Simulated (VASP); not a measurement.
```
ZrS
1.0
    0.00000     2.68048     2.68048
    2.68048     0.00000     2.68048
    2.68048     2.68048     0.00000
S Zr
1 1
Cartesian
  0.00000   0.00000   0.00000
  2.68048   2.68048   2.68048
```

Method: PBEsol GGA, VASP's PBE PAW potentials (set 64) (plane waves; VASP 6.6.1). Settings: 300 eV cut-off, 9×9×9 Γ-centred mesh, Gaussian smearing of 0.10 eV, potentials S Zr_sv.

At this cut-off the stress carries a Pulay error, which pulls relaxed volumes low. Energy and stress use the plane-wave basis of the starting cell.

Question: The ions, cell shape and volume are relaxed. Predict the relaxed structure.

Answer: 
```
ZrS
1.0
    0.00000     2.58192     2.58192
    2.58192     0.00000     2.58192
    2.58192     2.58192     0.00000
S Zr
1 1
Direct
  0.00000   0.00000   0.00000
  0.50000   0.50000   0.50000
```
Space group Fm-3m (225), at a tolerance of 0.03 Å.

Question: How do energy and volume change from the first to the last step?

Answer: The energy (σ→0) changes by -93.7 meV/atom and the volume by -10.6 %, in 4 ionic steps.

| step | E(σ→0) (eV) | max force (eV/Å) | pressure (GPa) | volume (Å³) |
|---|---|---|---|---|
| 1 | -16.3354 | 0.000 | -13.10 | 38.52 |
| 2 | -16.2489 | 0.000 | 24.47 | 30.39 |
| 3 | -16.5226 | 0.000 | -0.44 | 34.51 |
| 4 | -16.5228 | 0.000 | -0.07 | 34.42 |

The structure was generated: ZrS was put into an ordered model structure, which need not be its known phase. This run relaxes it. Symmetry was kept, so distortions that lower it aren't found. The run is one of a series of settings (EDIFFG = -0.01, IBRION = 2, ISIF = 3, NSW = 50 against the base run), some of them coarse on purpose. VASP warned that the highest band is occupied, so more bands are needed.
